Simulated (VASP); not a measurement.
The system is Sn.

```xyz
2
Lattice="-2.9159 2.9159 1.5910 2.9159 -2.9159 1.5910 2.9159 2.9159 -1.5910" Properties=species:S:1:pos:R:3 pbc="T T T"
Sn    0.0000    2.9159    0.7955
Sn    0.0000    0.0000    0.0000
```

| Quantity | Value |
| --- | --- |
| Program | VASP 6.6.1 |
| Task | relaxation of cell and atoms |
| Functional | PBE |
| Potentials or basis | VASP PAW PBE potentials, release 64 (Sn_d) |
| Cutoff | 600 eV |
| k mesh | 8 × 8 × 8 |
| Occupations | gaussian, width 0.05 eV |
| Spin | no spin polarisation |

At the start: pressure 2.6 GPa; volume 27.05 Å³/atom.

**Question.** Where does the relaxation end?

**Answer.** Over 5 steps the energy falls by 13.3 meV/atom and the volume is 28.42 Å³/atom (+5.0 %); space group I4_1/amd (No. 141, to 0.05 Å).

Step by step:
```tsv
step	energy change (eV)	largest force (eV/Å)	pressure (GPa)	volume (Å³)
1	0.0000	0.0000	2.59	54.11
2	-0.0233	0.0000	-0.63	57.60
3	-0.0243	0.0000	-0.15	56.98
4	-0.0260	0.0000	-0.05	56.91
5	-0.0265	0.0000	0.09	56.84
```

Final structure:
```
CELL_PARAMETERS angstrom
-2.93566 2.93566 1.64873
2.93566 -2.93566 1.64873
2.93566 2.93566 -1.64873
ATOMIC_POSITIONS crystal
Sn 0.75000 0.25000 0.50000
Sn 0.00000 0.00000 0.00000
```
